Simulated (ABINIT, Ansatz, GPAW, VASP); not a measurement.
## Cd (P6_3/mmc, 2 atoms in the cell) computed with different codes at matched settings

Self-consistent single point.

```
Cd
1.0
    1.50192    -2.60140     0.00000
    1.50192     2.60140     0.00000
    0.00000     0.00000     5.66496
Cd
2
Cartesian
  1.50192   0.86713   1.41624
  1.50192  -0.86713   4.24872
```

All programs got the same cell, k-point mesh and kind of occupations (in Ansatz's words: kpoints.mp_grid.grid = 13 13 6; scf.occupations.method = gaussian; scf.occupations.width = 0.1 eV); potentials, basis and cutoffs are each program's usual ones.

| code | model | pressure (GPa) | cutoff |
|---|---|---|---|
| Ansatz | PBE, default PAW files | 1.29 | default |
| ABINIT | PBE, PAW (JTH v2.0 PBE PAW) | 1.20 | 40 Ry |
| VASP | PBE, VASP's PBE PAW potentials (set 64) | 1.62 | 300 eV |
| GPAW | PBE, GPAW PAW datasets PBE (gpaw-data 1.0.1) | 0.83 | 600 eV |

The spread over the programs that give each value: pressure within 0.79 GPa.

The starting cell has typed, rounded lattice constants, without a prior relaxation at this level. Its lattice was rescaled by a random factor within 2.5 % of one.

**Question.** Why do the programs differ, and what cannot be compared?

**Answer.** Differences of this kind can come from the potentials, where these differ, and from what each basis and cutoff leave unconverged. The valence holds different numbers of electrons (Ansatz (an electronic-structure program) 40, ABINIT 24, VASP 24, GPAW 24). The zero of total energies and Fermi levels follows the potentials and each program's conventions, so they are not compared here. Ansatz's pressure is given at a fixed set of plane waves, as the other plane-wave codes print theirs; with its correction for the finite basis it is 1.35 GPa.

VASP's run is marked for a possible Pulay error in its stress at this cutoff; no cutoff test was made.

Left out of this page: Quantum ESPRESSO, CP2K, Elk, FLEUR and SIESTA (not drawn, or without a comparable value).

Keys are those of Ansatz 0.2.
